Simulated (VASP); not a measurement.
The input files of a VASP run:

File POSCAR:
```
CuAu
1
    2.8507000000     0.0000000000     0.0000000000
    0.0000000000     2.8507000000     0.0000000000
    0.0000000000     0.0000000000     3.5816100000
Cu Au
1 1
Direct
  0.5000000000   0.5000000000   0.5000000000
  0.0000000000   0.0000000000   0.0000000000
```

File KPOINTS:
```
Automatic mesh
0
Gamma
9 9 8
```

### INCAR
```
# general
SYSTEM =CuAu
PREC   =Accurate
ENCUT  =300
LREAL  =.FALSE.
LASPH  =.TRUE.

# electronic loop
EDIFF  =1E-6
NELM   =100
ALGO   =Normal
LMAXMIX=6

# smearing
ISMEAR =0
SIGMA  =0.1

# functional
GGA    =PE

# ions
ISIF   =2

# output
LWAVE  =.FALSE.
LCHARG =.FALSE.
```

POTCAR, in this order: Cu Au (PBE.64 set). Program: vasp_std.

Task: Translate this PBE calculation to Quantum ESPRESSO's pw.x.

Result: One equivalent input (not run):
```
&CONTROL
  calculation = 'scf'
  pseudo_dir = './pseudo'
  outdir = './out'
  tprnfor = .true.
  tstress = .true.
/
&SYSTEM
  ibrav = 0
  nat = 2
  ntyp = 2
  ecutwfc = 92
  occupations = 'smearing'
  smearing = 'gaussian'
  degauss = 0.00735
  input_dft = 'pbe'
/
&ELECTRONS
  conv_thr = 7.3e-08
  electron_maxstep = 100
/
ATOMIC_SPECIES
  Cu 63.546 Cu.upf
  Au 196.967 Au.upf
CELL_PARAMETERS angstrom
     2.8507000    0.0000000    0.0000000
     0.0000000    2.8507000    0.0000000
     0.0000000    0.0000000    3.5816100
ATOMIC_POSITIONS crystal
  Cu   0.5000000  0.5000000  0.5000000
  Au   0.0000000  0.0000000  0.0000000
K_POINTS automatic
  9 9 8 0 0 0
```
The two are equivalent in intent, not identical: the potentials are each code's own (VASP's PAW set, PseudoDojo norm-conserving files in pw.x), so ENCUT and ecutwfc are chosen apart and not converted; conv_thr bounds pw.x's estimated SCF error, while EDIFF bounds the energy change between steps.

The structure comes from a computed database's CuAu entry; how it stands against other phases isn't given here. The cell was not relaxed at this level.
